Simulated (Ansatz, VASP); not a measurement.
# Ga2O3 (partly crystallised Ga2O3) in two plane-wave programs, part 2 of 2

Wanted: the spread between two codes on one cell, functional and k mesh. Of the first pair: The structure shown is the start of the Ansatz relaxation below; VASP solves that cell, so the two are compared at the walk's first step.

VASP 6.6.1 and Ansatz 0.2.0.

So far. Step 3 (VASP: single point, PBE, start cell, pair 1): The run ends at a pressure of -4.12 GPa, with forces up to 0.25 eV/Å. Step 6 (VASP: single point, PBE, relaxed atoms in a fixed cell …): The run ends at a pressure of -2.58 GPa, with forces up to 0.066 eV/Å.

**8. Ansatz: relaxation, PBE**

Level of this step: Ansatz beside VASP: Kohn-Sham DFT, plane waves, PBE (Ansatz).

The two programs are compared at the cell with which this relaxation starts, whose forces are those of its first step. The cell compared in this pair holds 1104.65 Å³, against 1172.98 Å³ for the pair before.

The structure compared here is the start of the Ansatz relaxation; VASP solves that cell, so the two are compared at the walk's first step.

Input file input.yaml:

```yaml
crystal:
  lattice:
    - [10.58909, 0.22089, 0.22362]
    - [0.22089, 10.16483, -0.36744]
    - [0.22362, -0.36744, 10.2858]
  atoms:
    - { symbol: Ga, position: [0.91457, 0.76226, 0.86045] }
    - { symbol: Ga, position: [0.48591, 0.51458, 0.47876] }
    - { symbol: Ga, position: [0.63682, 0.07187, 0.52123] }
    - { symbol: Ga, position: [0.20514, 0.67522, 0.9905] }
    - { symbol: Ga, position: [0.04143, 0.03227, 0.87745] }
    - { symbol: Ga, position: [0.06779, 0.84891, 0.15155] }
    - { symbol: Ga, position: [0.96857, 0.40685, 0.3819] }
    - { symbol: Ga, position: [0.81238, 0.85077, 0.30904] }
    - { symbol: Ga, position: [0.85059, 0.49373, 0.83352] }
    - { symbol: Ga, position: [0.40066, 0.27234, 0.63277] }
    - { symbol: Ga, position: [0.33432, 0.93409, 0.95793] }
    - { symbol: Ga, position: [0.9939, 0.23402, 0.6281] }
    - { symbol: Ga, position: [0.62422, 0.9309, 0.76957] }
    - { symbol: Ga, position: [0.34365, 0.20213, 0.3708] }
    - { symbol: Ga, position: [0.26167, 0.90743, 0.40328] }
    - { symbol: Ga, position: [0.48035, 0.20006, 0.93339] }
    - { symbol: Ga, position: [0.23337, 0.21644, 0.08905] }
    - { symbol: Ga, position: [0.71574, 0.54206, 0.30082] }
    - { symbol: Ga, position: [0.08164, 0.31483, 0.893] }
    - { symbol: Ga, position: [0.7516, 0.20114, 0.80284] }
    - { symbol: Ga, position: [0.92576, 0.56433, 0.11786] }
    - { symbol: Ga, position: [0.48746, 0.68415, 0.77511] }
    - { symbol: Ga, position: [0.79938, 0.00202, 0.02422] }
    - { symbol: Ga, position: [0.66096, 0.74058, 0.02297] }
    - { symbol: Ga, position: [0.44576, 0.65971, 0.19448] }
    - { symbol: Ga, position: [0.15368, 0.79506, 0.70838] }
    - { symbol: Ga, position: [0.33121, 0.4492, 0.8674] }
    - { symbol: Ga, position: [0.54696, 0.93466, 0.25682] }
    - { symbol: Ga, position: [0.12747, 0.48403, 0.64382] }
    - { symbol: Ga, position: [0.91503, 0.2634, 0.12715] }
[... 64 atom lines left out ...]
    - { symbol: O, position: [0.06424, 0.66688, 0.10739] }
    - { symbol: O, position: [0.71674, 0.89293, 0.14958] }
    - { symbol: O, position: [0.23083, 0.84652, 0.0677] }
    - { symbol: O, position: [0.8715, 0.10878, 0.89511] }
    - { symbol: O, position: [0.59136, 0.61719, 0.90236] }
    - { symbol: O, position: [0.99841, 0.24456, 0.28595] }
kpoints:
  mp_grid: { grid: [1, 1, 1] }
hamiltonian:
  xc: pbe
scf:
  occupations: { method: fixed }
output:
  forces: true
  eigenvalues: true
  stress: true
relax:
  f_tol: 0.05
  max_steps: 70
```

The run is started by

```sh
> ansatz run input.yaml --threads 4 --pin off --max-ram 8192MiB --backend cpu --events-out ev --progress --plain --runs-dir out
```

Numbers of over 12 decimals in the logs are rounded to 6 here.

The program printed:

```text
[...]
Crystal: 100 atoms, lattice volume = 1104.649 Å³
Basis set: ecut = 420 eV, 21539 PW (Γ), exchange–correlation on 144×144×144 points (8 copies of the dense FFT grid, shifted against one another)
Bands: 540, of which v1, the nominal top of the filled ones, is band 440 counted from 1 (439 counted from 0)
Symmetry: 1 space group operations
[...]
k-points: 1
[...]
- { symbol: O, position: [0.855988, 0.628860, 0.719360] }
    - { symbol: O, position: [0.124578, 0.648648, 0.578207] }
    - { symbol: O, position: [0.847749, 0.427961, 0.217371] }
    - { symbol: O, position: [0.627345, 0.656740, 0.428846] }
    - { symbol: O, position: [0.637952, 0.767980, 0.664496] }
    - { symbol: O, position: [0.826678, 0.480991, 0.472483] }
    - { symbol: O, position: [0.827195, 0.288835, 0.664585] }
[...]
- { symbol: O, position: [0.228115, 0.846007, 0.071833] }
    - { symbol: O, position: [0.875555, 0.110796, 0.895894] }
    - { symbol: O, position: [0.594486, 0.615497, 0.897227] }
    - { symbol: O, position: [0.997278, 0.242576, 0.282234] }
```

**9. VASP: single point, PBE, start cell, pair 3**

The same cell, functional and mesh now go to VASP, with its own data sets.

Input file INCAR:

```
SYSTEM = Ga2O3
PREC = Accurate
ENCUT = 520
EDIFF = 1E-06
NELM = 120
ISMEAR = 0
SIGMA = 0.01
LREAL = Auto
ALGO = Normal
GGA = PE
NBANDS = 512
LORBIT = 11
LWAVE = .FALSE.
LCHARG = .FALSE.
ISIF = 2
LASPH = .TRUE.
GGA_COMPAT = .FALSE.
EFERMI = MIDGAP
NCORE = 2
```

Input file POSCAR:

```
Ga2O3
1.0
   10.5890900000      0.2208900000      0.2236200000
    0.2208900000     10.1648300000     -0.3674400000
    0.2236200000     -0.3674400000     10.2858000000
Ga O
40 60
Direct
    0.9145744971      0.7622598348      0.8604452356
    0.4859128780      0.5145764166      0.4787586887
    0.6368220743      0.0718707894      0.5212333558
    0.2051406833      0.6752240256      0.9905044582
    0.0414252002      0.0322740796      0.8774519517
    0.0677863769      0.8489084882      0.1515452901
    0.9685658574      0.4068515898      0.3818957058
    0.8123801042      0.8507675640      0.3090417464
    0.8505875856      0.4937300338      0.8335188092
    0.4006616137      0.2723413817      0.6327726737
    0.3343212334      0.9340867475      0.9579283984
    0.9938957629      0.2340175089      0.6281020847
    0.6242161266      0.9309047433      0.7695720730
    0.3436491356      0.2021322423      0.3708048622
    0.2616728322      0.9074306835      0.4032754916
    0.4803513554      0.2000585450      0.9333929633
    0.2333701468      0.2164395379      0.0890492049
    0.7157361241      0.5420588462      0.3008245533
    0.0816372756      0.3148297880      0.8930005765
    0.7515980140      0.2011420219      0.8028384060
    0.9257632546      0.5643294553      0.1178554936
    0.4874592550      0.6841461961      0.7751051974
    0.7993830243      0.0020189530      0.0242162799
    0.6609610715      0.7405772795      0.0229747420
    0.4457594672      0.6597058015      0.1944838095
    0.1536837577      0.7950590879      0.7083814336
    0.3312095942      0.4492014218      0.8673986934
    0.5469603775      0.9346588777      0.2568220049
    0.1274717700      0.4840326451      0.6438242740
    0.9150346401      0.2633982896      0.1271522897
[... 64 atom lines left out ...]
    0.0642432649      0.6668845461      0.1073882419
    0.7167389433      0.8929259145      0.1495770417
    0.2308295238      0.8465155768      0.0676977567
    0.8715015895      0.1087762258      0.8951062193
    0.5913616751      0.6171907364      0.9023644506
    0.9984082830      0.2445618969      0.2859473996
```

Input file KPOINTS:

```
Automatic mesh
0
Gamma
1 1 1
0 0 0
```

The projector-augmented-wave data sets are Ga_d and O (PBE family, release 64).

The run is started by

```sh
> mpirun -np 8 vasp_gam
```

The program printed:

```text
[... set-up lines as in an earlier step ...]
 entering main loop
       N       E                     dE             d eps       ncg     rms          rms(c)
DAV:   1     0.258040984782E+05    0.25804E+05   -0.30393E+05  1048   0.363E+03
DAV:   2     0.617897176826E+04   -0.19625E+05   -0.18655E+05  1024   0.106E+03
DAV:   3     0.298980676864E+03   -0.58800E+04   -0.55083E+04  1272   0.395E+02
DAV:   4    -0.583155041134E+03   -0.88214E+03   -0.85861E+03  1136   0.159E+02
[...]
DAV:  20    -0.584287149710E+03    0.29397E-05   -0.15068E-05  1600   0.597E-02    0.606E-03
DAV:  21    -0.584287152598E+03   -0.28874E-05   -0.36237E-05  1168   0.261E-02    0.406E-03
DAV:  22    -0.584287152839E+03   -0.24150E-06   -0.39847E-06   784   0.131E-02
   1 F= -.58428715E+03 E0= -.58428715E+03  d E =0.000000E+00
```

From OUTCAR (step 9):

```text
  FREE ENERGIE OF THE ION-ELECTRON SYSTEM (eV)
  ---------------------------------------------------
  free  energy   TOTEN  =      -584.2871528390 eV

  energy  without entropy=     -584.2871528390  energy(sigma->0) =     -584.28715284

[... 1 further part left out ...]
```

The run ends at a pressure of 6.18 GPa, with forces up to 0.41 eV/Å.

**10. Differences**

Forces on 8 of the 100 atoms, those with the largest forces and the largest differences (eV/Å; atoms numbered as in POSCAR):

| atom | Ansatz x, y, z | VASP x, y, z |
| --- | --- | --- |
| Ga40 | 0.140, 0.112, -0.078 | 0.181, 0.145, -0.058 |
| O49 | -0.288, -0.049, -0.009 | -0.345, -0.057, -0.006 |
| O55 | -0.190, -0.141, -0.061 | -0.225, -0.174, -0.083 |
| O66 | 0.243, -0.102, -0.203 | 0.286, -0.118, -0.243 |
| O75 | -0.128, 0.126, -0.229 | -0.157, 0.150, -0.263 |
| O80 | -0.180, -0.021, 0.301 | -0.208, -0.017, 0.349 |
| O85 | 0.175, 0.001, -0.218 | 0.160, 0.018, -0.249 |
| O90 | 0.122, 0.095, -0.215 | 0.133, 0.107, -0.248 |

The forces differ by 17 meV/Å r.m.s., which is 16.2 % of the r.m.s. force of 0.106 eV/Å (both taken over all components).

**11. Results**

| Property | Result |
| --- | --- |
| r.m.s. force difference (single point, PBE, start cell, pair 1) | 17 meV/Å |
| r.m.s. force difference (single point, PBE, relaxed atoms in a fixed cell, pair 2) | 16 meV/Å |
| r.m.s. force difference (single point, PBE, start cell, pair 3) | 17 meV/Å |

The r.m.s. force difference is 17 meV/Å (single point, PBE, start cell, pair 3), beyond the 12 meV/Å picked in this series as the mark of a large difference. What causes the difference of the single point, PBE, start cell, pair 1 pair stays open here. What causes the difference of the single point, PBE, relaxed atoms in a fixed cell, pair 2 pair stays open here. What causes the difference of the single point, PBE, start cell, pair 3 pair stays open here. 2 further pairs of this series are not shown here. How closely two codes agree says nothing of how well the functional describes the real material.

[Lines on the potential files, build, host, timing and source positions are cut from VASP's logs without a mark.]

[Logs are printed without paths, hosts, clocks, repeated set-up lines and the standing remarks that a program may print on its own settings, such as how far it seeks lower states.]

[Hosts, paths, dates, database ids (printed as entryN), source tags and the programs' standing remarks are cut or masked in the printed files.]
